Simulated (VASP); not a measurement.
# Nd3Ti (I4/mmm) in VASP: reference runs

Reference runs on Nd3Ti: the cell as given.

Everything below comes from runs of VASP 6.6.1. Logs are shortened: lines on timing, memory, paths and dates and some standing lists are left out, and cuts for length are marked.

## Step 1: The structure

The structure is tetragonal, space group I4/mmm (No. 139). Conventional cell: a = 4.960 Å, b = 4.960 Å, c = 9.853 Å, α = 90.00°, β = 90.00°, γ = 90.00°. Around Nd (site symmetry 4/mmm) lie 8 Nd at 3.50 Å and 4 Ti at 3.51 Å. Around Nd (site symmetry -4m2) lie 8 Nd at 3.50 to 3.51 Å and 4 Ti at 3.50 Å. Ti (site symmetry 4/mmm) is surrounded by 12 Nd at 3.50 to 3.51 Å.

The cell comes from a database or a generator and needn't be the stable form of this composition.

## Step 2: Single point, PBE, collinear spin, ferromagnetic start

Input file INCAR:

```
SYSTEM = Nd3Ti
ALGO     = Normal         ! electronic algorithm
EDIFF    = 1E-7           ! SCF threshold, eV
ENCUT    = 520            ! plane-wave cutoff, eV
GGA      = PE             ! functional
ISIF     = 2              ! what is computed and relaxed
ISMEAR   = -1             ! smearing method
ISPIN    = 2              ! spin polarisation
LASPH    = .True.         ! aspherical terms in the spheres
LCHARG   = .True.         ! write CHGCAR
LELF     = .True.         ! ELF
LMAXMIX  = 6              ! l up to which the mixer works
LORBIT   = 11             ! projections on sites
LREAL    = .False.        ! projectors in reciprocal space
LVHAR    = .True.       
LWAVE    = .False.        ! write WAVECAR
MAGMOM   = 3 3 3 1        ! initial moments
NBANDS   = 39             ! bands
NELM     = 120            ! most SCF steps
PREC     = Accurate       ! precision mode
SIGMA    = 0.05           ! smearing width, eV
```

Input file KPOINTS:

```
k-points
0
Gamma
  8 8 8
  0 0 0
```

Input file POSCAR:

```
Nd3Ti
1.0
   -2.4799810000      2.4799810000      4.9263860000
    2.4799810000     -2.4799810000      4.9263860000
    2.4799810000      2.4799810000     -4.9263860000
Nd Ti
3 1
Direct
    0.5000000000      0.5000000000      0.0000000000
    0.2500000000      0.7500000000      0.5000000000
    0.7500000000      0.2500000000      0.5000000000
    0.0000000000      0.0000000000      0.0000000000
```

Potentials or basis: VASP PAW PBE potentials, release 64 (Nd, Ti_sv).

On the command line:

```
$ cat potpaw_PBE.64/Nd/POTCAR potpaw_PBE.64/Ti_sv/POTCAR > POTCAR
$ mpirun -np 1 vasp_std > vasp.out
```

OUTCAR:

```text
SYSTEM = Nd3Ti
   EDIFF = 1E-7
   ENCUT = 520
   GGA = PE
   ISIF = 2
   ISMEAR = -1
   ISPIN = 2
   LASPH = .True.
   LORBIT = 11
   LREAL = .False.
   NELM = 120
   PREC = Accurate

 ion  position               nearest neighbor table
   1  0.500  0.500  0.000-   2 3.50   3 3.50   2 3.50   3 3.50   2 3.50   3 3.50   2 3.50   3 3.50

   2  0.250  0.750  0.500-   1 3.50   1 3.50   1 3.50   1 3.50   3 3.51   3 3.51   3 3.51   3 3.51

   3  0.750  0.250  0.500-   1 3.50   1 3.50   1 3.50   1 3.50   2 3.51   2 3.51   2 3.51   2 3.51

   4  0.000  0.000  0.000-

  LATTYP: Found a body centered tetragonal cell.
 ALAT       =     4.9599620000
 C/A-ratio  =     1.9864611866

  Lattice vectors:

 A1 = (  -2.4799810000,   2.4799810000,   4.9263860000)
 A2 = (   2.4799810000,  -2.4799810000,   4.9263860000)
 A3 = (   2.4799810000,   2.4799810000,  -4.9263860000)

Analysis of symmetry for initial positions (statically):
=====================================================================
 Subroutine PRICEL returns:
 Original cell was already a primitive cell.

 Routine SETGRP: Setting up the symmetry group for a
 body centered tetragonal supercell.

 Subroutine GETGRP returns: Found 16 space group operations
 (whereof 16 operations were pure point group operations)
 out of a pool of 16 trial point group operations.

The static configuration has the point symmetry D_4h.

Analysis of symmetry for dynamics (positions and initial velocities):
=====================================================================
 Subroutine PRICEL returns:
 Original cell was already a primitive cell.

 Routine SETGRP: Setting up the symmetry group for a
 body centered tetragonal supercell.

 Subroutine GETGRP returns: Found 16 space group operations
 (whereof 16 operations were pure point group operations)
 out of a pool of 16 trial point group operations.

The dynamic configuration has the point symmetry D_4h.

Analysis of structural, dynamic, and magnetic symmetry:
=====================================================================
 Subroutine PRICEL returns:
 Original cell was already a primitive cell.

 Routine SETGRP: Setting up the symmetry group for a
 body centered tetragonal supercell.

 Subroutine GETGRP returns: Found 16 space group operations
 (whereof 16 operations were pure point group operations)
 out of a pool of 16 trial point group operations.

The overall configuration has the point symmetry D_4h.

 Subroutine INISYM returns: Found 16 space group operations
 (whereof 16 operations are pure point group operations),
 and found     1 'primitive' translations

----------------------------------------------------------------------------------------

                                     Primitive cell

  volume of cell :     121.1951

  direct lattice vectors                    reciprocal lattice vectors
    -2.479981000  2.479981000  4.926386000     0.000000000  0.201614448  0.101494280
     2.479981000 -2.479981000  4.926386000     0.201614448  0.000000000  0.101494280
     2.479981000  2.479981000 -4.926386000     0.201614448  0.201614448  0.000000000

  length of vectors
     6.047304403  6.047304403  6.047304403     0.225719903  0.225719903  0.285125887

  position of ions in fractional coordinates (direct lattice)
     0.500000000  0.500000000  0.000000000
     0.250000000  0.750000000  0.500000000
     0.750000000  0.250000000  0.500000000
     0.000000000  0.000000000  0.000000000

  ion indices of the primitive-cell ions
   primitive index   ion index
                 1           1
                 2           2
                 3           3
                 4           4

----------------------------------------------------------------------------------------

 KPOINTS: k-points

Automatic generation of k-mesh.
 Grid dimensions read from file:
 generate k-points for:    8    8    8

 Generating k-lattice:

  Cartesian coordinates                     Fractional coordinates (reciprocal lattice)
     0.000000000  0.025201806  0.012686785     0.125000000  0.000000000 -0.000000000
     0.025201806  0.000000000  0.012686785     0.000000000  0.125000000 -0.000000000
     0.025201806  0.025201806  0.000000000     0.000000000  0.000000000  0.125000000

  Length of vectors
     0.028214988  0.028214988  0.035640736

  Shift w.r.t. Gamma in fractional coordinates (k-lattice)
     0.000000000  0.000000000  0.000000000

 Subroutine IBZKPT returns following result:
 ===========================================

 Found     59 irreducible k-points:

 Following reciprocal coordinates:
            Coordinates               Weight
  0.000000  0.000000  0.000000      1.000000
  0.125000  0.000000  0.000000      8.000000
  0.250000  0.000000  0.000000      8.000000
  0.375000  0.000000  0.000000      8.000000
  0.500000  0.000000  0.000000      4.000000
  0.125000  0.125000  0.000000      8.000000
[... 16 lines left out ...]
  0.250000  0.125000  0.125000     16.000000
  0.375000  0.125000  0.125000      8.000000
 [... further k-points ...]
   k-points           NKPTS =     59   k-points in BZ     NKDIM =     59   number of bands    NBANDS=     39
   number of dos      NEDOS =    301   number of ions     NIONS =      4
   total plane-waves  NPLWV = 110592
   dimension x,y,z NGX =    48 NGY =   48 NGZ =   48
   dimension x,y,z NGXF=    96 NGYF=   96 NGZF=   96
   ions per type =               3   1
   NGX,Y,Z   is equivalent  to a cutoff of  13.20, 13.20, 13.20 a.u.
   NGXF,Y,Z  is equivalent  to a cutoff of  26.39, 26.39, 26.39 a.u.
 SYSTEM =  Nd3Ti
   PREC   = accura    normal or accurate (medium, high low for compatibility)
   ISTART =      0    job   : 0-new  1-cont  2-samecut
   ICHARG =      2    charge: 1-file 2-atom 10-const
   ISPIN  =      2    spin polarized calculation?
   LNONCOLLINEAR =      F non collinear calculations
   LSORBIT =      F    spin-orbit coupling
   LASPH  =      T    aspherical Exc in radial PAW
   ENCUT  =  520.0 eV  38.22 Ry    6.18 a.u.  11.24 11.24 11.24*2*pi/ulx,y,z
   NELM   =    120;   NELMIN=  2; NELMDL= -5     # of ELM steps
   EDIFF  = 0.1E-06   stopping-criterion for ELM
   LREAL  =      F    real-space projection
   EDIFFG = 0.1E-05   stopping-criterion for IOM
   NSW    =      0    number of steps for IOM
   IBRION =     -1    ionic relax: 0-MD 1-quasi-New 2-CG
   NFREE  =      0    steps in history (QN), initial steepest desc. (CG)
   ISIF   =      2    stress and relaxation
   ISYM   =      2    0-nonsym 1-usesym 2-fastsym
   POTIM  = 0.5000    time-step for ionic-motion
   TEBEG  =    0.0;   TEEND  =   0.0 temperature during run
   PSTRESS=    0.0 pullay stress
   NELECT =      54.0000    total number of electrons
   NUPDOWN=      -1.0000    fix difference up-down
   EMIN   =  10.00;   EMAX   =-10.00  energy-range for DOS
   EFERMI =   0.00;   METHOD = LEGACY
   ISMEAR =    -1;   SIGMA  =   0.05  broadening in eV -4-tet -1-fermi 0-gaus
   EFERMI_NEDOS =   21; number of points for ismear=-14 and -15
   IALGO  =     38    algorithm
   IMIX   =      4    mixing-type and parameters
     AMIX     =   0.40;   BMIX     =  1.00
     AMIX_MAG =   1.60;   BMIX_MAG =  1.00
  volume/ion in A,a.u.               =      30.30       204.47
  Fermi-wavevector in a.u.,A,eV,Ry     =   1.250387  2.362888 21.272261  1.563467
  Thomas-Fermi vector in A             =   2.384383
   LORBIT       =     11    0 simple, 1 ext, 2 COOP (PROOUT), +10 PAW based schemes
   GGA     = PE    functional components
   LHFCALC =     F    Hartree Fock is set to
   AEXX    =    0.0000 exact exchange contribution
   IVDW    =     0    specifies the selected vdW correction
   LEPSILON=     F    determine dielectric tensor
   LRPA    =     F    only Hartree local field effects (RPA)
 spin polarized calculation
  energy-cutoff  :      520.00
  volume of cell :      121.20
 maximum number of plane-waves:      3290
 NGX is ok and might be reduce to    48
   NGX = 23   NGY = 23   NGZ = 23

 number of electron      54.0000000 magnetization       8.3675699

 number of electron      54.0000005 magnetization      13.5160511

 Free energy of the ion-electron system (eV)
  ---------------------------------------------------
  ext. energy  EPLUGINS =         0.00000000
  ---------------------------------------------------
  free energy    TOTEN  =       -26.53162710 eV

  energy without entropy =      -26.44121753  energy(sigma->0) =      -26.48642231

 E-fermi :   5.0558     XC(G=0): -10.1074

 val. band max:        5.0547489343   @ k =  -0.2500   0.1250   0.0000
 cond. band min:       5.0579537792   @ k =   0.2500   0.2500   0.2500
 fundamental gap:      0.0032048449
 Fermi energy:         5.0558420046

 spin component 1

 k-point     1 :       0.0000    0.0000    0.0000
  band No.  band energies     occupation
      1     -52.4994      1.00000
      2     -32.2306      1.00000
      3     -32.0069      1.00000
      4     -32.0023      1.00000
      5     -28.7463      1.00000
      6     -28.7463      1.00000
[... 997 lines left out ...]
     38       5.4501      0.00038
     39       5.4888      0.00017

 [... further k-points ...]

 spin component 2

 k-point     1 :       0.0000    0.0000    0.0000
  band No.  band energies     occupation
      1     -51.4995      1.00000
      2     -30.6214      1.00000
      3     -30.3769      1.00000
      4     -30.3755      1.00000
      5     -27.7394      1.00000
      6     -27.7394      1.00000
[... 997 lines left out ...]
     38       7.3709      0.00000
     39       7.4685      0.00000

 [... further k-points ...]

------------------------ aborting loop because EDIFF is reached ----------------------------------------

  FORCE on cell =-STRESS in cart. coord.  units (eV):
  Direction    XX          YY          ZZ          XY          YZ          ZX
  --------------------------------------------------------------------------------------
  -------------------------------------------------------------------------------------
  Total       -1.0379240     -1.0379240     -1.3029072      0.0000000     -0.0000000      0.0000000
  in kB      -13.7211651    -13.7211651    -17.2241950      0.0000000     -0.0000000      0.0000000
  external PRESSURE =     -14.8888417 kB  Pullay stress =       0.0000000 kB

 VOLUME and BASIS-vectors are now :
 -----------------------------------------------------------------------------
  energy-cutoff  :      520.00
  volume of cell :      121.20
      direct lattice vectors                 reciprocal lattice vectors
    -2.479981000  2.479981000  4.926386000     0.000000000  0.201614448  0.101494280
     2.479981000 -2.479981000  4.926386000     0.201614448  0.000000000  0.101494280
     2.479981000  2.479981000 -4.926386000     0.201614448  0.201614448  0.000000000

 POSITION                                       TOTAL-FORCE (eV/Angst)
 -----------------------------------------------------------------------------------
      0.00000      0.00000      4.92639        -0.000000      0.000000     -0.000000
      2.47998      0.00000      2.46319         0.000000     -0.000000      0.000000
      0.00000      2.47998      2.46319         0.000000      0.000000      0.000000
      0.00000      0.00000      0.00000        -0.000000      0.000000     -0.000000
 -----------------------------------------------------------------------------------
    total drift:                                0.000000     -0.000000      0.000000

  FREE ENERGIE OF THE ION-ELECTRON SYSTEM (eV)
  ---------------------------------------------------
  free  energy   TOTEN  =       -26.5316270952 eV

  energy  without entropy=      -26.4412175300  energy(sigma->0) =      -26.48642231

 total charge

# of ion       s       p       d       f       tot
--------------------------------------------------
    1        2.023   5.359   0.582   3.260  11.224
    2        2.023   5.357   0.586   3.246  11.213
    3        2.023   5.357   0.586   3.246  11.213
    4        2.227   6.031   1.819   0.000  10.077
--------------------------------------------------
tot          8.296  22.104   3.573   9.753  43.727

 magnetization (x)

# of ion       s       p       d       f       tot
--------------------------------------------------
    1       -0.003  -0.090   0.177   3.225   3.309
    2       -0.007  -0.088   0.187   3.210   3.302
    3       -0.007  -0.088   0.187   3.210   3.302
    4        0.010   0.043   1.011   0.000   1.064
--------------------------------------------------
tot         -0.006  -0.223   1.561   9.645  10.977
```

Run time: 2.3 h. Hardware: 1 thread of AMD EPYC, shared host; peak memory 0.67 GiB.

What came out:

| Quantity | Value |
| --- | --- |
| Free energy | -26.5316 eV |
| Pressure | -1.5 GPa |
| Band gap on the k mesh | none (metal or under the smearing width) |
| Net moment | 13.52 μB per cell |
| Site moments | Nd +3.31, +3.30; Ti +1.06 μB |
| Valence electrons inside the program's atomic spheres | Nd 11.22, 11.21; Ti 10.08 |

Stress tensor (GPa, compression positive):
```
-1.37  0.00  0.00
 0.00 -1.37  0.00
 0.00  0.00 -1.72
```

Caveat: the magnetic or orbital state may not be the lowest; spin-orbit coupling is left out, which moves the levels of the heavy elements; without U or exact exchange the open f shell lies at the Fermi level, which spoils levels, moments and volumes. The state reached can hang on the start; a lower one may exist.
